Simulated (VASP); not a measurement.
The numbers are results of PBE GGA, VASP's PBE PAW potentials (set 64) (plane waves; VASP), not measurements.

The input files of a VASP run:

### KPOINTS
```
Automatic mesh
0
gamma
  8 8 8
0 0 0
```

INCAR:
```
SYSTEM = HfO2
PREC = Accurate; ENCUT = 620; LREAL = .FALSE.
LASPH = .TRUE.
EDIFF = 1E-6; NELM = 100; ALGO = Normal
LMAXMIX = 6
ISMEAR = 0; SIGMA = 0.05
GGA = PE
IBRION = 2; NSW = 40; ISIF = 3
EDIFFG = -0.02; PSTRESS = 100
LWAVE = .FALSE.; LCHARG = .FALSE.
```

**POSCAR**
```
HfO2
1.0
  0.0000000000   2.5193060106   2.5193060106
  2.5193060106   0.0000000000   2.5193060106
  2.5193060106   2.5193060106   0.0000000000
Hf O
1 2
Cart
  0.0000000000   0.0000000000   0.0000000000
  1.2596530053   1.2596530053   1.2596530053
  3.7789590159   3.7789590159   3.7789590159
```

POTCAR, in this order: Hf_pv O (PBE.64 set). Program: vasp_std.

Problem. What will the output report for the number of irreducible k-points (NKPTS), largest plane-wave count, number of space-group operations, FFT grid (NGX, NGY, NGZ)?

Solution. 
| Item | Value |
|---|---|
| number of irreducible k-points (NKPTS) | 29 |
| largest plane-wave count | 1139 |
| number of space-group operations | 48 |
| FFT grid (NGX, NGY, NGZ) | 30 × 30 × 30 |

The compound is HfO2 in the fluorite structure, the high-temperature cubic form, which is unstable at 0 K; the monoclinic form is the stable one. This run relaxes it under an external pressure of 10 GPa. Symmetry was kept, so distortions that lower it aren't found.
